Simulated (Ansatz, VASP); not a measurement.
## Pb (Lead) in two plane-wave programs

Wanted: the spread between two codes on one cell, functional and k mesh. The cell is taken from a series of runs on this material, whose earlier steps may have relaxed, scaled, displaced or heated it; both programs get it as it stands.

Main program and level: Ansatz 0.2.0; plane waves, with VASP 6.6.1 beside it; elastic constants at PBEsol.

### 1. Set-up

The structure is cubic, space group Fm-3m (No. 225). The conventional cell has a = 4.937 Å, b = 4.937 Å, c = 4.937 Å, α = 90.00°, β = 90.00°, γ = 90.00°. Pb has 12 Pb at 3.49 Å nearest.

### 2. Ansatz: elastic constants, PBEsol

Ansatz runs on its PAW soft_1 files.

Elastic constants are differences of stresses under small strains, so they test the stress and the mesh.

File input.yaml:

```yaml
crystal:
  lattice:
    - [0.0, 2.468411193, 2.468411193]
    - [2.468411193, 0.0, 2.468411193]
    - [2.468411193, 2.468411193, 0.0]
  atoms:
    - { symbol: Pb, position: [0.0, 0.0, 0.0] }
kpoints:
  mp_grid: { grid: [18, 18, 18] }
hamiltonian:
  xc: pbesol
  pseudopotentials: { kind: paw, azcp: { folder: soft_1 }, xc_functional: pbe }
scf:
  occupations: { method: fermi_dirac, width: 0.15 }
output:
  forces: true
  stress: true
  eigenvalues: true
elastic:
  mode: relaxed_ion
  amplitude: 0.01
basis:
  ecutwfc: 320
```

Launch:

```bash
$ ansatz run input.yaml --threads 4 --pin off --max-ram 15360MiB --backend cpu --events-out ev --progress --plain --runs-dir out
```

Numbers of over 12 decimals in the logs are rounded to 6 here.

What it wrote:

```text
Warning: basis.ecutwfc = 320 eV is below the records' recommended 420 eV, and the density's cutoff is lower with it unless basis.ecutrho_ratio is high enough to keep the records' density cutoff: compare with a run at a higher cutoff
band count auto-derived: 12 (N_el = 14.0; filled up to band 7; 11 by the electrons, moments and atoms)
Engine: ansatz 0.2.0, x86_64-unknown-linux-gnu
Pseudopotentials: kind: paw
Pseudopotential: Pb, paw, valence charge 14, recommended cutoff 420 eV (normal), soft_1/Pb.paw.azcp
Functional definition: PBEsol
  exchange = pbesol_x
  correlation = pbesol_c
Crystal: 1 atoms, lattice volume = 30.080 Å³
Basis set: ecut = 320 eV, 387 PW (Γ), exchange–correlation on 48×48×48 points (8 copies of the dense FFT grid, shifted against one another)
Bands: 12, of which v1, the nominal top of the filled ones, is band 7 counted from 1 (6 counted from 0)
Symmetry: 48 space group operations
Space group: Fm-3m (ITA 225), of the structure as read, at distance tolerance 3.1e-5 Å
k-points: 195 of 5832
Non-local potential: Pb, projectors of the file, l = 0: 2, l = 1: 2, l = 2: 2, l = 3: 1
PAW form: soft (Blöchl's): semilocal exchange-correlation on the pseudo side does not see the compensation charge
PAW frozen core: Pb, regenerated for the run's functional, and the local potential with it (the file was generated under x = pbe(κ = 0.804, μ = 0.219515), c = pbe(β = 0.066725))
PAW one-centre angular grid: Pb, 590 points (default); XC on 64 Gauss nodes
Initial density: superposition of atomic densities (chi_scale 0.1, normalization cell)
Initial wavefunctions: pseudopotential atomic-orbital guess
Functional: x = pbesol(κ = 0.804, μ = 0.123457), c = pbesol(β = 0.046)
SCF iter   1: F=—  HF=-11757.190929 eV  |F-HF|=—  |Δ(HF+E_count)|=         —  Δρ=9.16e-3  dr2=3.85e-2  ethr=3.10e-3  ⟨swp⟩=5.8  Hψ=15383  notcnv=0
preconditioner: auto → none  [metal: Δε(μ)=0.009 eV  Ē_g=21.143 eV  σ=0.150 eV  W_gap=0.02  n_scr=8 (ndim 8)  ℏωp=25.3 eV  f_vac=0.000  D(μ)=0.54/eV (n_scr^D=0)  sad-step TF]
SCF iter   2: F=—  HF=-11757.178340 eV  |F-HF|=—  |Δ(HF+E_count)|=   1.26e-2  Δρ=5.46e-3  dr2=1.42e-2  ethr=2.75e-4  ⟨swp⟩=1.1  Hψ=3910  notcnv=0
SCF iter   3: F=—  HF=-11757.173136 eV  |F-HF|=—  |Δ(HF+E_count)|=   5.20e-3  Δρ=8.10e-4  dr2=1.12e-4  ethr=1.01e-4  ⟨swp⟩=2.3  Hψ=3603  notcnv=0
SCF iter   4: F=—  HF=-11757.173097 eV  |F-HF|=—  |Δ(HF+E_count)|=   3.90e-5  Δρ=1.38e-4  dr2=8.55e-6  ethr=8.01e-7  ⟨swp⟩=2.0  Hψ=4027  notcnv=0  defer=11
SCF iter   5: F=—  HF=-11757.173091 eV  |F-HF|=—  |Δ(HF+E_count)|=   5.51e-6  Δρ=2.84e-5  dr2=2.48e-7  ethr=6.11e-8  ⟨swp⟩=2.6  Hψ=3834  notcnv=0  defer=11
SCF iter   6: F=—  HF=-11757.173094 eV  |F-HF|=—  |Δ(HF+E_count)|=   3.18e-6  Δρ=2.45e-6  dr2=1.32e-9  ethr=1.77e-9  ⟨swp⟩=2.1  Hψ=3526  notcnv=0  defer=11
SCF iter   7: F=—  HF=-11757.173094 eV  |F-HF|=—  |Δ(HF+E_count)|=  7.00e-10  Δρ=3.43e-7  dr2=3.50e-11  ethr=9.41e-12  ⟨swp⟩=2.0  Hψ=3700  notcnv=0  defer=11
SCF iter   8: F=-11757.173094 eV  HF=-11757.173094 eV  |F-HF|=3.64e-12  |Δ(HF+E_count)|=  1.64e-11  Δρ=1.65e-8  dr2=2.94e-14  ethr=1.00e-12  ⟨swp⟩=5.7  Hψ=13068  notcnv=0
SCF 1 converged in 8 iterations: F = -11757.173094 eV  dr2 = 2.94e-14
  greatest PAW one-centre occupation: 0.979 electrons in one spin orbital (limit 2), on the Pb atom at site 0 (counted from 0), in its partial waves of l = 2
Crystal: 1 atoms, lattice volume = 29.479 Å³
Basis set: ecut = 320 eV, 363 PW (Γ), exchange–correlation on 48×48×48 points (8 copies of the dense FFT grid, shifted against one another)
Symmetry: 16 space group operations
k-points: 480 of 5832
Initial density: handed on by an earlier stage of this run
Initial wavefunctions: those handed on with the density
iter 1 solved again at ethr=2.76e-7 eV; its pass at ethr=3.10e-3 eV (dr2=3.86e-5 eV) is discarded
SCF iter   1: F=—  HF=-11757.171019 eV  |F-HF|=—  |Δ(HF+E_count)|=         —  Δρ=3.58e-4  dr2=3.50e-5  ethr=2.76e-7  ⟨swp⟩=2.2  Hψ=53906  notcnv=0  defer=57
preconditioner: auto → none  [metal: Δε(μ)=0.025 eV  Ē_g=21.494 eV  σ=0.150 eV  W_gap=0.04  n_scr=8 (ndim 8)  ℏωp=25.6 eV  f_vac=0.000  D(μ)=0.53/eV (n_scr^D=0)]
[...]
SCF 5 converged in 5 iterations: F = -11757.172634 eV  dr2 = 3.38e-16
Crystal: 1 atoms, lattice volume = 30.077 Å³
Symmetry: 8 space group operations
k-points: 865 of 5832
[...]
preconditioner: auto → none  [metal: Δε(μ)=0.002 eV  Ē_g=21.393 eV  σ=0.150 eV  W_gap=0.00  n_scr=8 (ndim 8)  ℏωp=25.3 eV  f_vac=0.000  D(μ)=0.54/eV (n_scr^D=0)]
[...]
SCF 6 converged in 7 iterations: F = -11757.172465 eV  dr2 = 2.07e-15
[...]
preconditioner: auto → none  [metal: Δε(μ)=0.004 eV  Ē_g=21.392 eV  σ=0.150 eV  W_gap=0.01  n_scr=8 (ndim 8)  ℏωp=25.3 eV  f_vac=0.000  D(μ)=0.54/eV (n_scr^D=0)]
[...]
SCF iter   4: F=—  HF=-11757.172465 eV  |F-HF|=—  |Δ(HF+E_count)|=  1.71e-10  Δρ=3.45e-7  dr2=1.56e-11  ethr=4.17e-12  ⟨swp⟩=2.0  Hψ=16276  notcnv=0  defer=59
SCF iter   5: F=-11757.172465 eV  HF=-11757.172465 eV  |F-HF|=3.64e-12  |Δ(HF+E_count)|=  1.27e-11  Δρ=1.51e-8  dr2=4.23e-14  ethr=1.00e-12  ⟨swp⟩=3.5  Hψ=40068  notcnv=0
SCF 7 converged in 5 iterations: F = -11757.172465 eV  dr2 = 4.23e-14
Basis set: ecut = 320 eV, 391 PW (Γ), exchange–correlation on 48×48×48 points (8 copies of the dense FFT grid, shifted against one another)
SCF iter   1: F=—  HF=-11757.172951 eV  |F-HF|=—  |Δ(HF+E_count)|=         —  Δρ=7.44e-6  dr2=7.37e-10  ethr=1.00e-12  ⟨swp⟩=12.6  Hψ=105640  notcnv=0  defer=26
preconditioner: auto → none  [metal: Δε(μ)=0.004 eV  Ē_g=21.393 eV  σ=0.150 eV  W_gap=0.01  n_scr=8 (ndim 8)  ℏωp=25.3 eV  f_vac=0.000  D(μ)=0.54/eV (n_scr^D=0)]
SCF iter   2: F=—  HF=-11757.172951 eV  |F-HF|=—  |Δ(HF+E_count)|=   1.11e-8  Δρ=3.71e-6  dr2=1.46e-10  ethr=1.00e-12  ⟨swp⟩=2.7  Hψ=23790  notcnv=0  defer=25
SCF iter   3: F=—  HF=-11757.172951 eV  |F-HF|=—  |Δ(HF+E_count)|=   3.69e-9  Δρ=3.54e-7  dr2=2.10e-12  ethr=1.00e-12  ⟨swp⟩=1.2  Hψ=10510  notcnv=0  defer=25
SCF iter   4: F=-11757.172951 eV  HF=-11757.172951 eV  |F-HF|=1.82e-12  |Δ(HF+E_count)|=  2.55e-11  Δρ=4.17e-8  dr2=6.00e-14  ethr=1.00e-12  ⟨swp⟩=3.2  Hψ=39498  notcnv=0
SCF 8 converged in 4 iterations: F = -11757.172951 eV  dr2 = 6.00e-14
SCF iter   1: F=—  HF=-11757.172951 eV  |F-HF|=—  |Δ(HF+E_count)|=         —  Δρ=7.44e-6  dr2=7.37e-10  ethr=1.00e-12  ⟨swp⟩=12.9  Hψ=109245  notcnv=0  defer=25
SCF iter   2: F=—  HF=-11757.172951 eV  |F-HF|=—  |Δ(HF+E_count)|=   1.11e-8  Δρ=3.71e-6  dr2=1.46e-10  ethr=1.00e-12  ⟨swp⟩=2.8  Hψ=23782  notcnv=0  defer=25
SCF iter   3: F=—  HF=-11757.172951 eV  |F-HF|=—  |Δ(HF+E_count)|=   3.69e-9  Δρ=3.53e-7  dr2=2.07e-12  ethr=1.00e-12  ⟨swp⟩=1.2  Hψ=10511  notcnv=0  defer=25
SCF iter   4: F=-11757.172951 eV  HF=-11757.172951 eV  |F-HF|=7.28e-12  |Δ(HF+E_count)|=  3.64e-11  Δρ=4.13e-8  dr2=6.00e-14  ethr=1.00e-12  ⟨swp⟩=3.2  Hψ=39575  notcnv=0
SCF 9 converged in 4 iterations: F = -11757.172951 eV  dr2 = 6.00e-14
SCF converged after 8 iterations
Free energy (F): -11757.173094 eV
Harris-Foulkes:  -11757.173094 eV  (|F-HF|=3.64e-12)
Internal energy: -11757.133863 eV  (E = F + TS)
E sigma→0 (E₀):  -11757.153479 eV
Entropy (-TS):   -0.039232 eV (-39.232 meV/atom)
Fermi energy:    11.135537 eV
--- Per-component energies (eV) ---
  E_band       = -34.156514
  E_kinetic    = 293.731118
  E_local      = -974.216357  (includes V_loc(G=0)·N_el)
  E_nonlocal   = 307.032978
  E_hartree    = 373.988591
  E_xc         = -204.403961
  E_vxc        = -138.393632  (∫ρ·V_xc dr)
  E_paw        = -10242.769220  (= ΣΔE_a)
  E_vpaw       = -270.287835  (= ΣTr[D̂ρ^β])
  E_aug_tail   = 0.000032  (compensation charges beyond the density's cutoff)
  E_ewald      = -1310.559214
  E_core_change = 0.062170  (= ΣΔE_core)
  E_smearing   = -0.039232  (= −TS)
  E_closure    = 0.000000  (closes the sum)
  Σ components = -11757.173094   (vs F -11757.173094, Δ=0.00e0)
--- Forces (eV/Å), atoms counted from 1 ---
  atom   1  Pb    -0.00000000     0.00000000    -0.00000000
  max |Σ_I F_I| component: 2.71e-31 eV/Å
--- Stress (GPa, compression-positive) ---
       -0.005655       0.000000       0.000000
        0.000000      -0.005655      -0.000000
        0.000000       0.000000      -0.005655
  P = ⅓ Tr σ = -0.0057 GPa (-0.057 kbar)
--- Band table (eV; the first three rows and the last of 195) ---
  k-point 0: bands = [... 3 lower, -5.7589, -5.7589, -0.7182, 18.5903, 18.5903, 18.5903, 20.8540, 22.5070, ... 1 higher]
  k-point 1: bands = [... 3 lower, -5.7594, -5.7594, -0.6583, 17.7989, 18.5121, 18.5121, 20.6988, 22.8765, ... 1 higher]
  k-point 2: bands = [... 3 lower, -5.7588, -5.7588, -0.4780, 16.1951, 18.3052, 18.3052, 20.4793, 23.4713, ... 1 higher]
  k-point 194: bands = [... 3 lower, -5.7076, -5.5852, 4.4965, 9.3261, 10.1209, 11.3895, 21.5954, 22.4512, ... 1 higher]
--- Elastic constants: 2 strain directions × 4 members + reference (group order 48) ---
  dense FFT box of the reference and of every strained cell: 24×24×24
  strains applied: 11, 23; error gains: componentwise 1.00 (the most a stress slope's error grows in a printed constant), spectral 1.73 (1 for all six strains in a standard setting)
  C = ∂σ_k/∂η_j (tension-positive GPa; Voigt order 11 22 33 23 13 12):
        54.224     44.285     44.285     -0.000      0.000      0.000
        44.285     54.224     44.285      0.000     -0.000     -0.000
        44.285     44.285     54.224      0.000     -0.000      0.000
         0.000      0.000      0.000     17.807     -0.000     -0.000
        -0.000     -0.000      0.000      0.000     17.807      0.000
        -0.000      0.000     -0.000     -0.000     -0.000     17.807
  reference stress σ⁰ (GPa):      0.006      0.006      0.006      0.000     -0.000     -0.000
  C* (energy form; C + prestress term) asymmetry max|C*_kj − C*_jk| = 7.105e-15 GPa — a small one proves nothing (zero by symmetry where the batch's group is 432, −43m or m−3m); a large one is finite-difference/SCF noise where every solve meets its electron count
  moduli (Voigt/Reuss/Hill, GPa): K = 47.60/47.60/47.60   G = 12.67/8.76/10.72   E = 29.90   ν = 0.395
  mechanically stable: yes (min eigenvalue of sym C = 9.94 GPa)
  strain η (Voigt 11):  stress-route row diagonal C_11 = 54.22 GPa, energy-path curvature d²(F+E_count+ΔE)/dδ²/Ω₀ = 54.20 GPa
    cells at ±δ against ±2δ: C11 54.28 and 54.45 GPa, apart by 0.31 % of the column's largest entry
         δ    σ_11 (GPa)             F (eV)   n_scf  n_hpsi   n_pw
    -2.000e-2      -1.1523      -11757.1710143       6  110937    393   relax 0 steps, max|allowed force component| 0.00e0 eV/Å
    -1.000e-2      -0.5557      -11757.1726335       5  107917    395   relax 0 steps, max|allowed force component| 0.00e0 eV/Å
     1.000e-2       0.5299      -11757.1725944       4  101744    404   relax 0 steps, max|allowed force component| 0.00e0 eV/Å
     2.000e-2       1.0257      -11757.1711535       6  109924    410   relax 0 steps, max|allowed force component| 0.00e0 eV/Å
  strain η (Voigt 23):  stress-route row diagonal C_44 = 17.81 GPa, energy-path curvature d²(F+E_count+ΔE)/dδ²/Ω₀ = 17.77 GPa
    cells at ±δ against ±2δ: C44 17.88 and 18.09 GPa, apart by 1.20 % of the column's largest entry
         δ    σ_23 (GPa)             F (eV)   n_scf  n_hpsi   n_pw
    -2.000e-2      -0.3618      -11757.1724648       7  212330    400   relax 0 steps, max|allowed force component| 0.00e0 eV/Å
    -1.000e-2      -0.1788      -11757.1729512       4  197001    399   relax 0 steps, max|allowed force component| 0.00e0 eV/Å
     1.000e-2       0.1788      -11757.1729512       4  193324    399   relax 0 steps, max|allowed force component| 0.00e0 eV/Å
     2.000e-2       0.3618      -11757.1724648       5  190755    400   relax 0 steps, max|allowed force component| 0.00e0 eV/Å
```

[end of part 1 of 2]

[Lines on the potential files, build, host, timing and source positions are cut from VASP's logs without a mark.]

[Logs are printed without paths, hosts, clocks, repeated set-up lines and the standing remarks that a program may print on its own settings, such as how far it seeks lower states.]

[Hosts, paths, dates, database ids (printed as entryN), source tags and the programs' standing remarks are cut or masked in the printed files.]
